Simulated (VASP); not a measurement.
Data:

```
SrO
1.0
    0.00000     2.49264     2.49264
    2.49264     0.00000     2.49264
    2.49264     2.49264     0.00000
Sr O
1 1
Direct
  0.00000   0.00000   0.00000
  0.50000   0.50000   0.50000
```

The numbers are results of PBEsol GGA, VASP's PBE PAW potentials (set 64) (plane waves; VASP), not measurements. Numerical set-up: 620 eV cut-off, 9×9×9 Γ-centred mesh, Gaussian smearing of 0.050 eV, potentials Sr_sv O.

Problem. Predict the energy per atom (σ→0), pressure.

Solution. 
- energy per atom (σ→0) = -605.8 kJ/mol of atoms
- pressure = 10.00 GPa

The structure was generated: SrO was put into the rock salt type (Fm-3m), which need not be its known phase. It was relaxed first under an external pressure of 10 GPa.
